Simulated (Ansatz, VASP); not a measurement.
# Cross-check of Sb (Antimony) between VASP and Ansatz, part 2 of 2

Aim: how closely do two programs agree when they are given the same cell, functional and k mesh? The cell is taken from a series of runs on this material, whose earlier steps may have relaxed, scaled, displaced or heated it; both programs get it as it stands.

VASP 6.6.1 and Ansatz 0.2.0.

So far. Step 5 (Ansatz: single point, PBEsol, pair 2): The run ends at a pressure of 0.75 GPa, with forces up to 0.14 eV/Å. Step 6 (VASP: single point, PBEsol, pair 2): The run ends at a pressure of 0.97 GPa, with forces up to 0.12 eV/Å.

This is not the structure that Sb takes at ambient pressure and room temperature (space group No. 166); it is a model or a phase of other conditions.

**8. VASP: single point, PBEsol, pair 3**

Level of this step: PBEsol; plane waves and PAW (Sb) (VASP).

With cell and atoms fixed, the geometry can't cause a difference; cores, projectors, grids and the points listed under the comparison can.

INCAR reads:

```
SYSTEM = Sb
PREC = Accurate
ENCUT = 500
EDIFF = 1E-06
NELM = 120
ISMEAR = 1
SIGMA = 0.15
LREAL = .FALSE.
ALGO = Normal
GGA = PS
NBANDS = 11
LORBIT = 11
LWAVE = .FALSE.
LCHARG = .FALSE.
ISIF = 2
LASPH = .TRUE.
GGA_COMPAT = .FALSE.
KPAR = 2
```

POSCAR reads:

```
Sb
1.0
    3.0602051925      3.0602051925      0.0000000000
    3.0602051925      0.0000000000      3.0602051925
    3.0602051925      0.0000000000     -3.0602051925
Sb
2
Direct
    0.9542514337      0.0228742831      0.0228742831
    0.0457485663      0.4771257169      0.4771257169
```

KPOINTS reads:

```
Automatic mesh
0
Gamma
12 12 12
0 0 0
```

PAW data sets: Sb (PBE family, release 64).

On the command line:

```sh
$ mpirun -np 2 vasp_std
```

Numbers of over 12 decimals in the logs are rounded to 6 here.

The program printed:

```text
[... set-up lines as in an earlier step ...]
 entering main loop
       N       E                     dE             d eps       ncg     rms          rms(c)
DAV:   1     0.287020293083E+02    0.28702E+02   -0.34528E+03  3586   0.673E+02
DAV:   2    -0.761230236427E+01   -0.36314E+02   -0.35398E+02  4713   0.110E+02
DAV:   3    -0.907133022892E+01   -0.14590E+01   -0.14453E+01  4407   0.234E+01
DAV:   4    -0.908368688571E+01   -0.12357E-01   -0.12354E-01  4074   0.262E+00
[...]
DAV:   8    -0.907061339519E+01   -0.35190E-04   -0.81228E-05  4066   0.648E-02    0.125E-02
DAV:   9    -0.907061727110E+01   -0.38759E-05   -0.54159E-06  4123   0.157E-02    0.345E-03
DAV:  10    -0.907061705641E+01    0.21470E-06   -0.42841E-07  2398   0.379E-03
   1 F= -.90706171E+01 E0= -.90703415E+01  d E =-.826611E-03
```

OUTCAR, selected parts (step 8):

```text
  Total        0.3285294      1.7712720      0.3285294      0.0000000      0.0000000      0.0000000
  in kB        9.1833927     49.5124267      9.1833927      0.0000000      0.0000000      0.0000000
  external PRESSURE =      22.6264040 kB  Pullay stress =       0.0000000 kB

 POSITION                                       TOTAL-FORCE (eV/Angst)
 -----------------------------------------------------------------------------------
      3.06021      2.92021      0.00000         0.000000      0.431543      0.000000
      3.06021      0.14000      0.00000        -0.000000     -0.431543      0.000000
 -----------------------------------------------------------------------------------
    total drift:                               -0.000000     -0.000000     -0.000000

  FREE ENERGIE OF THE ION-ELECTRON SYSTEM (eV)
  ---------------------------------------------------
  free  energy   TOTEN  =        -9.0706170564 eV

  energy  without entropy=       -9.0697904454  energy(sigma->0) =       -9.07034152

[... 2 parts as in an earlier step ...]

[... 1 further part left out ...]
[key lines of the parts left out:]
E-fermi :   7.5679
```

The run ends at a pressure of 2.26 GPa, with forces up to 0.43 eV/Å.

**9. Ansatz: single point, PBEsol, pair 3**

The same cell, functional, mesh and smearing now go to Ansatz, which takes its cutoff from its data sets.

The cell is taken from a series of runs on this material, whose earlier steps may have relaxed, scaled, displaced or heated it; both programs get it as it stands.

input.yaml reads:

```yaml
crystal:
  lattice:
    - [3.0602051925, 3.0602051925, 0.0]
    - [3.0602051925, 0.0, 3.0602051925]
    - [3.0602051925, 0.0, -3.0602051925]
  atoms:
    - { symbol: Sb, position: [-0.0457485663, 0.0228742831, 0.0228742831] }
    - { symbol: Sb, position: [0.0457485663, 0.4771257169, 0.4771257169] }
kpoints:
  mp_grid: { grid: [12, 12, 12] }
hamiltonian:
  xc: pbesol
  pseudopotentials: { kind: nc }
scf:
  occupations: { method: methfessel_paxton, width: 0.15 }
output:
  forces: true
  stress: true
  eigenvalues: true
```

On the command line:

```sh
$ ansatz run input.yaml --threads 4 --pin off --max-ram 7168MiB --backend cpu --events-out ev --progress --plain --runs-dir out
```

The program printed:

```text
[...]
Crystal: 2 atoms, lattice volume = 57.317 Å³
Basis set: ecut = 1088.45545 eV, 4645 PW (Γ), exchange–correlation on 96×96×96 points (8 copies of the dense FFT grid, shifted against one another)
Bands: 19, of which v1, the nominal top of the filled ones, is band 15 counted from 1 (14 counted from 0)
Symmetry: 16 space group operations
[...]
k-points: 163 of 1728
[...]
--- Band table (eV; the first three rows and the last of 163) ---
  k-point 0: bands = [... 11 lower, 6.6411, 8.9982, 9.3400, 9.3400, 13.7019, 13.7019, 14.4978, 15.7783]
  k-point 1: bands = [... 11 lower, 6.1896, 9.0648, 9.3469, 9.5547, 13.4826, 13.5637, 14.1712, 15.7482]
  k-point 2: bands = [... 11 lower, 5.2223, 9.1119, 9.3774, 9.9781, 12.9074, 13.1803, 13.4697, 15.6793]
  k-point 162: bands = [... 11 lower, 2.7607, 5.6567, 7.1937, 7.1937, 12.9058, 16.4509, 16.4509, 18.8943]
[key lines of the parts left out:]
SCF converged after 7 iterations
Free energy (F): -4939.486198 eV
Fermi energy:    10.969017 eV
P = ⅓ Tr σ = 1.9934 GPa (19.934 kbar)
```

The run ends at a pressure of 1.99 GPa, with forces up to 0.39 eV/Å.

**10. Side by side**

What differs besides the data sets and the points named for the pairs above, as far as they apply: the data sets hold 30 valence electrons in Ansatz (on norm-conserving files, of PseudoDojo where its log says so) and 10 in VASP. Total energies have different zeros and are not compared.

Both answers:

```
      quantity  Ansatz  VASP  difference
pressure (GPa)    1.99  2.26       -0.27
```

Forces (eV/Å; atoms numbered as in POSCAR):

```csv
atom,"Ansatz x, y, z","VASP x, y, z"
Sb1,"0.000, 0.389, 0.000","0.000, 0.432, 0.000"
Sb2,"0.000, -0.389, 0.000","0.000, -0.432, 0.000"
```

The forces differ by 25 meV/Å r.m.s., which is 9.8 % of the r.m.s. force of 0.249 eV/Å (both taken over all components).

**11. What the set-up changes**

Further runs change the set-up of one program: Ansatz's method, potentials or start, or VASP's data sets, cutoff or form of LDA. The table gives Ansatz less VASP for each quantity, since a change that brings one quantity closer may part another.

| run | r.m.s. force difference (meV/Å) | pressure (GPa) |
| --- | --- | --- |
| as above | 25 | -0.27 |
| VASP with the data sets Sb_d_GW | 7.5 | 0.0045 |

**12. Summary of results**

```json
{
  "r.m.s. force difference (single point, PBEsol, pair 1)": "5.2 meV/Å",
  "r.m.s. force difference (single point, PBEsol, pair 2)": "11 meV/Å",
  "r.m.s. force difference (single point, PBEsol, pair 3)": "9.8 % of the r.m.s. force"
}
```

What this shows: The r.m.s. force difference is 9.8 % of the r.m.s. force (single point, PBEsol, pair 3), beyond the 3 % picked in this series as the mark of a large difference. The data sets hold unlike numbers of valence electrons (30 in Ansatz and 10 in VASP), so part of the differences comes from the potentials. Single point, PBEsol, pair 3, VASP with the data sets Sb_d_GW: r.m.s. force difference goes from 25 to 7.5 meV/Å; the difference in pressure goes from -0.27 to 0.0045 GPa. 5 further runs of this series are not shown here. Such differences can come from data sets, numerical settings and the points named under the comparisons, not from the functional's error against experiment.

[Lines on the potential files, build, host, timing and source positions are cut from VASP's logs without a mark.]

[Logs are printed without paths, hosts, clocks, repeated set-up lines and the standing remarks that a program may print on its own settings, such as how far it seeks lower states.]

[Hosts, paths, dates, database ids (printed as entryN), source tags and the programs' standing remarks are cut or masked in the printed files.]
